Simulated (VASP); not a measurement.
Level of theory: optB88-vdW, VASP's PBE PAW potentials (set 64) (plane waves; VASP 6.6.1).

VASP ran on this input.

INCAR:
```
SYSTEM = Ba
PREC = Accurate
ENCUT = 520
EDIFF = 1E-7
NELM = 100
ALGO = Normal
LREAL = .FALSE.
LASPH = .TRUE.
ISMEAR = 1
SIGMA = 0.1
GGA = BO
PARAM1 = 0.1833333333
PARAM2 = 0.22
LUSE_VDW = .TRUE.
AGGAC = 0.0
LMAXMIX = 4
LWAVE = .FALSE.
LCHARG = .FALSE.
ISIF = 2
```

File POSCAR:
```
Ba
1
   -2.4081917711     2.4081917711     2.4081917711
    2.4081917711    -2.4081917711     2.4081917711
    2.4081917711     2.4081917711    -2.4081917711
Ba
1
Direct
  0.0000000000   0.0000000000   0.0000000000
```

KPOINTS:
```
K-points
0
Gamma
  11 11 11
0 0 0
```

POTCAR, in this order: Ba_sv (PBE.64 set). Program: vasp_std.

The resulting files:

OSZICAR:
```
       N       E                     dE             d eps       ncg     rms          rms(c)
DAV:   1     0.608631201225E+02    0.60863E+02   -0.44576E+03  1008   0.939E+02
DAV:   2     0.279019297320E+01   -0.58073E+02   -0.57145E+02  1209   0.152E+02
DAV:   3     0.341314673306E+00   -0.24489E+01   -0.24335E+01  1300   0.361E+01
DAV:   4     0.287097573413E+00   -0.54217E-01   -0.54175E-01  1578   0.470E+00
DAV:   5     0.286643924833E+00   -0.45365E-03   -0.45367E-03  1401   0.272E-01    0.196E+00
DAV:   6     0.286159734916E+00   -0.48419E-03   -0.43680E-03  1299   0.836E-01    0.118E+00
DAV:   7     0.282514407655E+00   -0.36453E-02   -0.14680E-02  1090   0.154E+00    0.727E-02
DAV:   8     0.281880639217E+00   -0.63377E-03   -0.13726E-03  1312   0.394E-01    0.341E-02
DAV:   9     0.281885617988E+00    0.49788E-05   -0.32539E-05  1582   0.373E-02    0.657E-03
DAV:  10     0.281882312139E+00   -0.33058E-05   -0.31243E-06  1294   0.203E-02    0.255E-03
DAV:  11     0.281881831842E+00   -0.48030E-06   -0.84805E-07  1235   0.990E-03    0.853E-04
DAV:  12     0.281881820346E+00   -0.11496E-07   -0.91540E-08   681   0.331E-03
   1 F= 0.28188182E+00 E0= 0.28157774E+00  d E =0.912243E-03
```

OUTCAR:
```
------------------------ aborting loop because EDIFF is reached ----------------------------------------
  FORCE on cell =-STRESS in cart. coord.  units (eV):
  Direction    XX          YY          ZZ          XY          YZ          ZX
  --------------------------------------------------------------------------------------
  Total        0.2390489      0.2390489      0.2390489      0.0000000      0.0000000      0.0000000
  in kB        6.8558937      6.8558937      6.8558937      0.0000000      0.0000000      0.0000000
  external PRESSURE =       6.8558937 kB  Pullay stress =       0.0000000 kB
  volume of cell :       55.86
      direct lattice vectors                 reciprocal lattice vectors
    -2.408191771  2.408191771  2.408191771     0.000000000  0.207624661  0.207624661
     2.408191771 -2.408191771  2.408191771     0.207624661  0.000000000  0.207624661
     2.408191771  2.408191771 -2.408191771     0.207624661  0.207624661  0.000000000
 POSITION                                       TOTAL-FORCE (eV/Angst)
 -----------------------------------------------------------------------------------
      0.00000      0.00000      0.00000        -0.000000      0.000000      0.000000
 -----------------------------------------------------------------------------------
    total drift:                               -0.000000      0.000000      0.000000
  FREE ENERGIE OF THE ION-ELECTRON SYSTEM (eV)
  ---------------------------------------------------
  free  energy   TOTEN  =         0.2818818203 eV

  energy  without entropy=        0.2809695775  energy(sigma->0) =        0.28157774
```
(Selected blocks of OUTCAR.)

### OUTCAR
```
 val. band max:        1.9534301393   @ k =   0.3636   0.2727   0.0000

 cond. band min:       2.0213586943   @ k =  -0.4545   0.4545   0.2727


 Fermi energy:         1.9807075205

 k-point     1 :       0.0000    0.0000    0.0000
  band No.  band energies     occupation
      1     -26.7826      2.00000
      2     -11.6145      2.00000
      3     -11.6145      2.00000
      4     -11.6145      2.00000
      5      -0.7910      2.00000
      6       3.9245     -0.00000
      7       3.9245     -0.00000
      8       3.9245     -0.00000
      9       5.4508      0.00000

 k-point     2 :       0.0909    0.0000    0.0000
  band No.  band energies     occupation
      1     -26.7769      2.00000
      2     -11.6728      2.00000
      3     -11.6318      2.00000
      4     -11.6151      2.00000
      5      -0.6115      2.00000
      6       3.7811     -0.00000
      7       3.8482     -0.00000
      8       4.1059      0.00000
      9       5.2258      0.00000

 k-point     3 :       0.1818    0.0000    0.0000
  band No.  band energies     occupation
      1     -26.7617      2.00000
      2     -11.8239      2.00000
      3     -11.6777      2.00000
      4     -11.6166      2.00000
      5      -0.1266      2.00000
      6       3.4494     -0.00000
      7       3.5226     -0.00000
      8       4.6385      0.00000
      9       5.0847      0.00000

 k-point     4 :       0.2727    0.0000    0.0000
  band No.  band energies     occupation
      1     -26.7417      2.00000
      2     -12.0118      2.00000
      3     -11.7366      2.00000
      4     -11.6186      2.00000
      5       0.4861      2.00000
      6       3.0925     -0.00000
      7       3.1653     -0.00000
      8       5.2677      0.00000
      9       5.4922      0.00000

 k-point     5 :       0.3636    0.0000    0.0000
  band No.  band energies     occupation
      1     -26.7231      2.00000
      2     -12.1758      2.00000
      3     -11.7896      2.00000
...
```

Unless said otherwise, spin-orbit coupling is left out, though it shifts the bands of the heavy elements here.

The compound is Ba in the bcc structure. This cell is one point of a volume scan, at 0.94 of the reference volume.
